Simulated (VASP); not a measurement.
```xyz
2
Lattice="0.0000 3.2946 3.2946 3.2946 0.0000 3.2946 3.2946 3.2946 0.0000" Properties=species:S:1:pos:R:3 pbc="T T T"
Hg     0.0000     0.0000     0.0000
Te     1.6473     1.6473     1.6473
```

Computed with PBE GGA, VASP's PBE PAW potentials (set 64) (plane waves; VASP). Settings: 400 eV cut-off, 6×6×6 Γ-centred mesh, Gaussian smearing of 0.050 eV, potentials Hg Te.

Problem. Give the stress tensor in GPa (positive for a compressed cell).

Solution. 
```
1.12  0.00  0.00
0.00  1.12  0.00
0.00  0.00  1.12
```
The pressure is its mean diagonal, 1.12 GPa.

The compound is HgTe in the zinc blende structure. The cell was not relaxed at this level.
